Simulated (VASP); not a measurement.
A VASP calculation is set up with these files.

**POSCAR**
```
SrTiO3
1.0
  3.9041648602   0.0000000000   0.0000000000
  0.0000000000   3.9041648602   0.0000000000
  0.0000000000   0.0000000000   3.9041648602
Sr Ti O
1 1 3
Cart
  0.0000000000   0.0000000000   0.0000000000
  1.9520824301   1.9520824301   1.9520824301
  1.9520824301   0.0000000000   1.9520824301
  0.0000000000   1.9520824301   1.9520824301
  1.9520824301   1.9520824301   0.0000000000
```

KPOINTS:
```
Automatic mesh
0
Gamma
6 6 6
0 0 0
```

INCAR:
```
! general
SYSTEM   = SrTiO3
PREC     = Accurate
ENCUT    = 520
LREAL    = .False.
LASPH    = .True.

! electronic loop
EDIFF    = 1E-7
NELM     = 100
ALGO     = Normal
LMAXMIX  = 4

! smearing
ISMEAR   = 0
SIGMA    = 0.05

! functional
GGA      = CX
LUSE_VDW = .True.
AGGAC    = 0.0

! ions
ISIF     = 2

! output
LWAVE    = .False.
LCHARG   = .False.
```

POTCAR, in this order: Sr_sv Ti_sv O (PBE.64 set). Program: vasp_std.

Question: Write an equivalent input for Quantum ESPRESSO's pw.x.

Answer: One equivalent input (not run):
```
&CONTROL
  calculation = 'scf'
  pseudo_dir = './pseudo'
  outdir = './out'
  tprnfor = .true.
  tstress = .true.
/
&SYSTEM
  ibrav = 0
  nat = 5
  ntyp = 3
  ecutwfc = 84
  occupations = 'smearing'
  smearing = 'gaussian'
  degauss = 0.003675
  input_dft = 'vdw-df-cx'
/
&ELECTRONS
  conv_thr = 7.3e-09
  electron_maxstep = 100
/
ATOMIC_SPECIES
  Sr 87.620 Sr.upf
  Ti 47.867 Ti.upf
  O 15.999 O.upf
CELL_PARAMETERS angstrom
     3.9041649    0.0000000    0.0000000
     0.0000000    3.9041649    0.0000000
     0.0000000    0.0000000    3.9041649
ATOMIC_POSITIONS crystal
  Sr   0.0000000  0.0000000  0.0000000
  Ti   0.5000000  0.5000000  0.5000000
  O    0.5000000  0.0000000  0.5000000
  O    0.0000000  0.5000000  0.5000000
  O    0.5000000  0.5000000  0.0000000
K_POINTS automatic
  6 6 6 0 0 0
```
The two are equivalent in intent, not identical: the potentials are each code's own (VASP's PAW set, PseudoDojo norm-conserving files in pw.x), so ENCUT and ecutwfc are chosen apart and not converted; conv_thr bounds pw.x's estimated SCF error, while EDIFF bounds the energy change between steps.

The compound is SrTiO3 in the cubic perovskite structure, the ideal cubic form; the compound distorts at low or room temperature. It was relaxed first.
